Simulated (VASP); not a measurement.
A cell of Hf (hcp) near equilibrium:

```
Hf
1.0
    1.60046    -2.77208     0.00000
    1.60046     2.77208     0.00000
    0.00000     0.00000     5.05871
Hf
2
Direct
  0.33333   0.66667   0.25000
  0.66667   0.33333   0.75000
```

The numbers are results of PBE GGA, VASP's PBE PAW potentials (set 64) (plane waves; VASP), not measurements.

```tsv
run	ΔE (meV/atom)	σxx	σyy	σzz	largest shear component, with its sign (GPa)	largest force (eV/Å)
as it is	0.0	-0.03	-0.03	0.10	0.00	0.000
after one change	61.5	11.97	11.97	6.22	0.00	0.000
```
Stress is in GPa, positive when the cell is compressed.

Q: What was changed between the two runs?
A. biaxial strain of +1.5 % in the yz plane
B. atom 2 (Hf) moved by -0.150 Å along z
C. biaxial strain of -4.0 % in the xy plane
D. atom 1 (Hf) moved by 0.100 Å along z

A: C, biaxial strain of -4.0 % in the xy plane

The compound is Hf in the hcp structure.
